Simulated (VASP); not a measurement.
Consider the following.

```yaml
crystal:
  lattice:
    - [1.65208, -2.79273, 0.00000]
    - [1.65208, 2.79273, 0.00000]
    - [0.00000, 0.00000, 5.02526]
  atoms:
    - { symbol: Zr, position: [0.33333, 0.66667, 0.25000] }
    - { symbol: Zr, position: [0.67562, 0.34228, 0.75000] }
```

All values below come from PBE GGA, VASP's PBE PAW potentials (set 64) (plane waves; VASP 6.6.1). Run with 400 eV cut-off, 11×11×6 Γ-centred mesh, first-order Methfessel-Paxton smearing of 0.10 eV, potentials Zr_sv.

Which forces act on the atoms, in eV/Å?

| atom | Fx | Fy | Fz |
|---|---|---|---|
| Zr1 | 0.036 | 0.041 | 0.000 |
| Zr2 | -0.036 | -0.041 | 0.000 |

Give the stress tensor in GPa (positive for a compressed cell).

```
-1.71  -0.16   0.00
-0.16   0.88   0.00
 0.00   0.00   3.26
```
The pressure is its mean diagonal, 0.81 GPa.

The compound is Zr in the hcp structure. The cell was not relaxed at this level, atoms are displaced from their ideal sites. The run is one of a series of settings (KPOINTS 11×11×6 Γ-centred mesh against the base run), some of them coarse on purpose.
